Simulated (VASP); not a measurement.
Data:

```yaml
crystal:
  lattice:
    - [0.00809, 3.88402, 3.87485]
    - [3.88402, 0.00809, 3.87485]
    - [1.94606, 1.94606, 0.00000]
  atoms:
    - { symbol: Rh, position: [0.00000, 0.00000, 0.00000] }
    - { symbol: Pt, position: [0.00000, 0.50000, 0.00000] }
    - { symbol: Pt, position: [0.50000, 0.00000, 0.00000] }
    - { symbol: Pt, position: [0.50000, 0.50000, 0.00000] }
```

All values below come from PBEsol GGA, VASP's PBE PAW potentials (set 64) (plane waves; VASP 6.6.1). Numerical set-up: 400 eV cut-off, 8×8×15 Γ-centred mesh, tetrahedra with Blöchl corrections, potentials Rh_pv Pt.

Unless said otherwise, spin-orbit coupling is left out, though it shifts the bands of the heavy elements here.

Predict the energy per atom (σ→0), band gap (on the k-mesh) with the smallest direct gap where there is one.

The band gap (on the k-mesh) is none (metal, semimetal or under 0.01 eV) and the energy per atom (σ→0) comes out as -7.257 eV/atom.

The structure was generated: Pt3Rh was put into an ordered model structure (Cmmm), which need not be its known phase. It was relaxed first. The electron count is odd and the run is not spin-polarised, which forces a metal.
